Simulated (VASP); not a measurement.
Computed with PBE GGA, VASP's PBE PAW potentials (set 64) (plane waves; VASP).

A VASP calculation is set up with these files.

POSCAR:
```
SiO2
1
    4.1985509491     0.0000000000     0.0000000000
   -0.0000000000     4.1985509491     0.0000000000
    0.0000000000     0.0000000000     2.6844045943
Si O
2 4
Direct
  1.0000000000   0.0000000000   0.0000000000
  0.5000000000   0.5000000000   0.5000000000
  0.3059534537   0.3059534537   1.0000000000
  0.8059534537   0.1940465463   0.5000000000
  0.1940465463   0.8059534537   0.5000000000
  0.6940465463   0.6940465463   0.0000000000
```

### KPOINTS
```
Automatic mesh
0
Gamma
5 5 8
0 0 0
```

INCAR:
```
# general
SYSTEM  = SiO2
PREC    = Accurate
ENCUT   = 620
LREAL   = F
LASPH   = T

# electronic loop
EDIFF   = 1E-6
NELM    = 100
ALGO    = Normal

# smearing
ISMEAR  = 0
SIGMA   = 0.05

# functional
GGA     = PE

# ions
IBRION  = 2
NSW     = 40
ISIF    = 3
EDIFFG  = -0.02
PSTRESS = 50

# output
LWAVE   = F
LCHARG  = F
```

POTCAR, in this order: Si O (PBE.64 set). Program: vasp_std.

The run wrote:

OSZICAR:
```
       N       E                     dE             d eps       ncg     rms          rms(c)
DAV:   1     0.188522671830E+03    0.18852E+03   -0.20259E+04  1208   0.178E+03
DAV:   2    -0.427263797629E+02   -0.23125E+03   -0.22175E+03  1616   0.346E+02
DAV:   3    -0.508488850169E+02   -0.81225E+01   -0.80963E+01  1436   0.696E+01
DAV:   4    -0.509181461507E+02   -0.69261E-01   -0.69163E-01  1424   0.714E+00
DAV:   5    -0.509189453294E+02   -0.79918E-03   -0.79907E-03  1388   0.756E-01    0.173E+01
DAV:   6    -0.462757127368E+02    0.46432E+01   -0.18466E+01  1340   0.305E+01    0.777E+00
DAV:   7    -0.462973506345E+02   -0.21638E-01   -0.52537E-01  1408   0.514E+00    0.294E+00
DAV:   8    -0.463112001736E+02   -0.13850E-01   -0.18854E-02  1348   0.143E+00    0.109E+00
DAV:   9    -0.463176467365E+02   -0.64466E-02   -0.82698E-03  1388   0.987E-01    0.270E-01
DAV:  10    -0.463178744927E+02   -0.22776E-03   -0.71852E-04  1416   0.226E-01    0.464E-02
DAV:  11    -0.463178364014E+02    0.38091E-04   -0.17067E-04  1376   0.998E-02    0.650E-03
DAV:  12    -0.463178376811E+02   -0.12797E-05   -0.89490E-06  1388   0.224E-02    0.478E-03
DAV:  13    -0.463178375059E+02    0.17514E-06   -0.12407E-06   812   0.908E-03
   1 F= -.44841090E+02 E0= -.44841090E+02  d E =-.448411E+02
```

### OUTCAR
```
------------------------ aborting loop because EDIFF is reached ----------------------------------------
  FORCE on cell =-STRESS in cart. coord.  units (eV):
  Direction    XX          YY          ZZ          XY          YZ          ZX
  --------------------------------------------------------------------------------------
  Total        1.5002774      1.5002774      1.4525888      0.0000000      0.0000000      0.0000000
  in kB       50.7966790     50.7966790     49.1820298      0.0000000      0.0000000      0.0000000
  external PRESSURE =       0.2584626 kB  Pullay stress =      50.0000000 kB
  volume of cell :       47.32
      direct lattice vectors                 reciprocal lattice vectors
     4.198550949  0.000000000  0.000000000     0.238177412  0.000000000  0.000000000
     0.000000000  4.198550949  0.000000000     0.000000000  0.238177412  0.000000000
     0.000000000  0.000000000  2.684404594     0.000000000  0.000000000  0.372522086
 POSITION                                       TOTAL-FORCE (eV/Angst)
 -----------------------------------------------------------------------------------
      0.00000      0.00000      0.00000        -0.000000      0.000000      0.000000
      2.09928      2.09928      1.34220        -0.000000      0.000000      0.000000
      1.28456      1.28456      0.00000        -0.003086     -0.003086     -0.000000
      3.38384      0.81471      1.34220        -0.003086      0.003086      0.000000
      0.81471      3.38384      1.34220         0.003086     -0.003086     -0.000000
      2.91399      2.91399      0.00000         0.003086      0.003086      0.000000
 -----------------------------------------------------------------------------------
    total drift:                                0.000000      0.000000      0.000000
  FREE ENERGIE OF THE ION-ELECTRON SYSTEM (eV)
  ---------------------------------------------------
  free  energy   TOTEN  =       -46.3178375059 eV

  energy  without entropy=      -46.3178375059  energy(sigma->0) =      -46.31783751
  enthalpy is  TOTEN    =       -44.8410899840 eV   P V=        1.4767475219

 reached required accuracy - stopping structural energy minimisation
```
(Selected blocks of OUTCAR.)

The compound is SiO2 in the rutile structure, stishovite, a high-pressure form. It was relaxed first under an external pressure of 5 GPa.
